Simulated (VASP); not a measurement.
The system is MoH5.

```xyz
6
Lattice="4.5984 0.0000 0.0000 -2.2992 3.9823 0.0000 0.0000 0.0000 4.1321" Properties=species:S:1:pos:R:3 pbc="T T T"
H    -1.4677    2.5421    0.0000
H     2.9353    0.0000    0.0000
H     0.8315    1.4403    0.0000
H     2.2992    1.3274    2.0660
H     0.0000    2.6549    2.0660
Mo    0.0000    0.0000    2.0660
```

The cell was built by a generator and needn't be a form met in nature.

```yaml
Program: VASP 6.6.1
Task: relaxation of the atoms
Functional: RPBE
Potentials_or_basis: VASP PAW PBE potentials, release 64 (H, Mo_sv)
Cutoff: 520 eV
k_mesh: 7 × 7 × 7
Occupations: gaussian, width 0.05 eV
Spin: no spin polarisation
```

At the start: pressure -25.8 GPa; volume 12.61 Å³/atom.

Problem. Where does the relaxation end?

Solution. Over 9 steps the energy falls by 390.1 meV/atom; space group P-62m (No. 189, to 0.05 Å).

Step by step:
```csv
step,energy change (eV),largest force (eV/Å),pressure (GPa)
1,0.0000,1.4290,-25.80
2,-0.2958,1.4271,-25.90
3,-1.1446,1.2743,-25.84
4,-2.2636,0.4016,-23.48
5,-2.3200,0.2230,-20.74
6,-2.3407,0.0160,-21.91
7,-2.3401,0.0393,-21.65
8,-2.3406,0.0185,-21.74
9,-2.3408,0.0001,-21.83
```

Final structure:
```
H Mo
1.0
     4.59838    0.00000    0.00000
    -2.29919    3.98231    0.00000
     0.00000    0.00000    4.13208
H Mo
5 1
Cartesian
  -1.8759 3.2492 0.0000
  3.7519 0.0000 0.0000
  0.4233 0.7331 0.0000
  2.2992 1.3274 2.0660
  0.0000 2.6549 2.0660
  0.0000 0.0000 2.0660
```

Caveat: the PAW data sets were made with another functional, which shifts forces and pressure a little.
